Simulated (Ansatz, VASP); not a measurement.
# GaH3: VASP beside Ansatz, part 2 of 2

Wanted: the spread between two codes on one cell, functional and k mesh. The cell is generated by rule, not measured, and may not be a known phase. The cell is taken from a series of runs on this material, whose earlier steps may have relaxed, scaled, displaced or heated it; both programs get it as it stands.

VASP 6.6.1 and Ansatz 0.2.0.

So far: Set-up; Ansatz: relaxation of cell and atoms, LDA; VASP: relaxation of cell and atoms, LDA; Side by side.

## Step 5: Ansatz: zone-centre phonons, LDA

Level of this step: Ansatz beside VASP: Kohn-Sham DFT, plane waves, LDA (Ansatz).

Second derivatives magnify differences that forces hide, and they need a tight electronic threshold.

The cell is taken from a series of runs on this material, whose earlier steps may have relaxed, scaled, displaced or heated it; both programs get it as it stands.

File input.yaml:

```yaml
crystal:
  lattice:
    - [3.3782293639, 0.0, 0.0]
    - [0.0, 3.3782293639, 0.0]
    - [0.0, 0.0, 3.3782293639]
  atoms:
    - { symbol: Ga, position: [0.0, 0.0, 0.0] }
    - { symbol: H, position: [0.5, 0.0, 0.0] }
    - { symbol: H, position: [0.0, 0.5, 0.0] }
    - { symbol: H, position: [0.0, 0.0, 0.5] }
kpoints:
  mp_grid: { grid: [12, 12, 12] }
hamiltonian:
  xc: lda
  pseudopotentials: { kind: nc, accuracy: standard }
scf:
  occupations: { method: gaussian, width: 0.27211 }
output:
  eigenvalues: true
phonons:
  method: dfpt
```

Command:

```bash
$ ansatz run input.yaml --threads 2 --pin off --max-ram 4096MiB --backend cpu --events-out ev --progress --plain --runs-dir out
```

The log of the run:

```text
zone centre: on kpoints.mp_grid the ground state, and the responses unless they are solved on pairs of k-points, stand on 343 of the mesh's 1728 k-points, reduced under 8 symmetry operations, with k and −k counted as one. Each operation leaves every solved displacement unchanged or reverses it
[...]
Crystal: 4 atoms, lattice volume = 38.554 Å³
[...]
k mesh reduced under 8 symmetry operations, with k and −k counted as one. Each operation leaves every solved displacement unchanged or reverses it
  ASR residual: 5.108e-5 → 0.000e0 eV/Å²; symmetrization residual: 6.191e-6 eV/Å²
  ASR residual per site (eV/Å²): 5.11e-5 1.36e-5 1.36e-5 1.36e-5
  Γ frequencies (cm⁻¹): 0.00 0.00 0.00 302.49 302.49 302.49 428.84 428.84 428.84 1800.50 1800.50 1800.50
  non-analytic LO–TO correction: not included (Born effective charges unavailable; polar crystals: no LO–TO splitting at Γ)
[key lines of the parts left out:]
SCF converged after 9 iterations
Free energy (F): -2123.864308 eV
Fermi energy:    3.874629 eV
```

## Step 6: VASP: zone-centre phonons, LDA

The same cell, functional (in two slightly different forms), mesh and smearing now go to VASP, with its own data sets.

File INCAR:

```
SYSTEM = GaH3
PREC = Accurate
ENCUT = 500
EDIFF = 1E-08
NELM = 120
ISMEAR = 0
SIGMA = 0.27211
LREAL = .FALSE.
ALGO = Normal
GGA = CA
NBANDS = 14
LORBIT = 11
LWAVE = .FALSE.
LCHARG = .FALSE.
ISIF = 2
IBRION = 8
LASPH = .TRUE.
GGA_COMPAT = .FALSE.
KPAR = 2
```

File POSCAR:

```
GaH3
1.0
    3.3782293639      0.0000000000      0.0000000000
    0.0000000000      3.3782293639      0.0000000000
    0.0000000000      0.0000000000      3.3782293639
Ga H
1 3
Direct
    0.0000000000      0.0000000000      0.0000000000
    0.5000000000      0.0000000000      0.0000000000
    0.0000000000      0.5000000000      0.0000000000
    0.0000000000      0.0000000000      0.5000000000
```

File KPOINTS:

```
Automatic mesh
0
Gamma
12 12 12
0 0 0
```

Potentials, in the order of the species: Ga_d and H (LDA family, release 64).

Command:

```bash
$ mpirun -np 2 vasp_std
```

The log of the run:

```text
[... set-up lines as in an earlier step ...]
 entering main loop
       N       E                     dE             d eps       ncg     rms          rms(c)
DAV:   1     0.601983637058E+02    0.60198E+02   -0.79940E+03  2382   0.161E+03
DAV:   2    -0.876516716659E+01   -0.68964E+02   -0.64546E+02  2646   0.294E+02
DAV:   3    -0.137443787928E+02   -0.49792E+01   -0.49590E+01  2790   0.645E+01
DAV:   4    -0.138158074312E+02   -0.71429E-01   -0.71417E-01  2856   0.860E+00
[...]
DAV:  12    -0.131116817994E+02   -0.19334E-07   -0.35308E-07  2964   0.518E-03    0.495E-04
DAV:  13    -0.131116818147E+02   -0.15328E-07   -0.14872E-08  2488   0.102E-03    0.126E-04
DAV:  14    -0.131116818144E+02    0.32287E-09   -0.10856E-09  1974   0.341E-04
   1 F= -.13111682E+02 E0= -.13103979E+02  d E =-.154051E-01
 Linear response reoptimize wavefunctions to high precision
DAV:   1    -0.131116818143E+02    0.26375E-10   -0.34238E-10  1884   0.150E-04
 Linear response DOF=           3
 Linear response progress:
  Degree of freedom:   1/  3
[...]
RMM:   9    -0.184246196450E-01    0.26733E-06   -0.10370E-09 11143   0.197E-04    0.128E-05
RMM:  10    -0.184245261027E-01    0.93542E-07   -0.16895E-10 10706   0.650E-05    0.160E-06
RMM:  11    -0.184245328962E-01   -0.67934E-08   -0.75200E-11 11036   0.214E-05    0.643E-07
 first order change of Fermi-energy   0.57769E-03
 force on displaced ion       2 direction 1 : -11.574  -0.000   0.000
 Linear response progress:
  Degree of freedom:   3/  3
       N       E                     dE             d eps       ncg     rms          rms(c)
RMM:   1    -0.158249574696E-01   -0.15825E-01   -0.85888E-03 18209   0.597E-01
RMM:   2    -0.154309403548E-01    0.39402E-03   -0.36547E-04 17169   0.126E-01    0.829E-02
RMM:   3    -0.157279895553E-01   -0.29705E-03   -0.53980E-05 18175   0.431E-02    0.480E-02
RMM:   4    -0.163132098589E-01   -0.58522E-03   -0.43653E-05 18019   0.321E-02    0.293E-03
[...]
RMM:   9    -0.163414689022E-01    0.26729E-07   -0.32526E-10 19545   0.615E-05    0.299E-06
RMM:  10    -0.163414460217E-01    0.22881E-07   -0.14907E-10 18907   0.236E-05    0.615E-07
RMM:  11    -0.163414472872E-01   -0.12655E-08   -0.11633E-10 17062   0.106E-05    0.358E-07
 first order change of Fermi-energy  -0.93435E-04
 force on displaced ion       2 direction 2 :   0.000  -0.776   0.000
 Linear response finished
```

OUTCAR, selected parts (step 6):

```text
  Total        0.8180994      0.8180994      0.8180994      0.0000000      0.0000000     -0.0000000
  in kB       33.9976783     33.9976783     33.9976783      0.0000000      0.0000000     -0.0000000
  external PRESSURE =      33.9976783 kB  Pullay stress =       0.0000000 kB

 POSITION                                       TOTAL-FORCE (eV/Angst)
 -----------------------------------------------------------------------------------
      0.00000      0.00000      0.00000         0.000000      0.000000      0.000000
      1.68911      0.00000      0.00000         0.000000      0.000000      0.000000
      0.00000      1.68911      0.00000         0.000000      0.000000      0.000000
      0.00000      0.00000      1.68911         0.000000      0.000000      0.000000
 -----------------------------------------------------------------------------------
    total drift:                               -0.000000     -0.000000     -0.000000

[... 2 further parts left out ...]
```

Energies printed during the response cycles are not total energies of the cell.

## Step 7: Comparison

Both answers:

```csv
quantity,Ansatz,VASP,difference
optical mode 1 to 3 (cm⁻¹),302.5,301.1,+0.46 %
optical mode 4 to 6 (cm⁻¹),428.8,425.4,+0.80 %
optical mode 7 to 9 (cm⁻¹),1800.5,1822.7,-1.22 %
```

Modes are paired by rising frequency, not by their patterns, so a pair may set unlike modes beside each other; they are those without the splitting of longitudinal modes.

## Step 8: Results

```json
{
  "difference in volume (relaxation of cell and atoms, LDA)": "0.059 %",
  "r.m.s. difference of the optical zone-centre modes, each program's sorted by frequency (zone-centre phonons, LDA)": "13 cm⁻¹",
  "difference in optical mode 7 to 9 (zone-centre phonons, LDA)": "-1.2 %"
}
```

The difference in volume is 0.059 % (relaxation of cell and atoms, LDA), within the 1.2 % picked in this series as the mark of a large difference, as far as the stopping tolerances let one tell. Among the rows given in per cent, the largest difference of the zone-centre phonons, LDA pair is in optical mode 7 to 9, -1.2 %. Such differences can come from data sets, numerical settings and the points named under the comparisons, not from the functional's error against experiment.

[Lines on the potential files, build, host, timing and source positions are cut from VASP's logs without a mark.]

[Logs are printed without paths, hosts, clocks, repeated set-up lines and the standing remarks that a program may print on its own settings, such as how far it seeks lower states.]

[Hosts, paths, dates, database ids (printed as entryN), source tags and the programs' standing remarks are cut or masked in the printed files.]
